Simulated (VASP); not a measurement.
VASP runs on Se (space group P3_121) share one base input (PBE GGA, plane waves, VASP's PBE PAW potentials (set 64)) and change the settings named in each case.

INCAR:
```
SYSTEM = Se
PREC = Accurate
ENCUT = 300
EDIFF = 1E-6
NELM = 100
ALGO = Normal
LREAL = .FALSE.
LASPH = .TRUE.
ISMEAR = -1
SIGMA = 0.01
GGA = PE
LMAXMIX = 4
LWAVE = .FALSE.
LCHARG = .FALSE.
ISIF = 2
```

### POSCAR
```
Se
1
    2.2103460000    -3.8284320000     0.0000000000
    2.2103460000     3.8284320000     0.0000000000
    0.0000000000     0.0000000000     5.0074200000
Se
3
Direct
  0.0000000000   0.2250000000   0.6666670000
  0.7750000000   0.7750000000   0.0000000000
  0.2250000000   0.0000000000   0.3333330000
```

**KPOINTS**
```
Regular mesh
0
G
 6 6 5
0 0 0
```

POTCAR, in this order: Se (PBE.64 set). Program: vasp_std.

| change | E(σ→0) (eV/atom) | pressure (GPa) | largest force (eV/Å) |
|---|---|---|---|
| base run | -3.5006 | 0.98 | 0.103 |
| GGA = PS | -3.8234 | -1.42 | 0.001 |
| GGA_COMPAT = .FALSE., LNONCOLLINEAR = .TRUE., LSORBIT = .TRUE., MAGMOM = 0.0 0.0 0.0 0.0 0.0 0.0 0.0 0.0 0.0, program vasp_ncl | -3.5233 | 1.06 | 0.118 |
| KPOINTS 1×1×1 Γ-centred mesh | -2.3437 | 10.01 | 1.950 |
 Energies of different potentials or functionals have different zeros.

Left out are runs that ran out of time, are held back, or changed the cell or the kind of run, fixed moments of cells without a moment, rows past the twelfth, gaps on odd meshes, pressures of charged cells and columns that move by less than the noise.

The structure is a typed Se crystal (P3_121). The cell was not relaxed at this level, forces remain on its atoms, its lattice was scaled by up to 2.5 %.
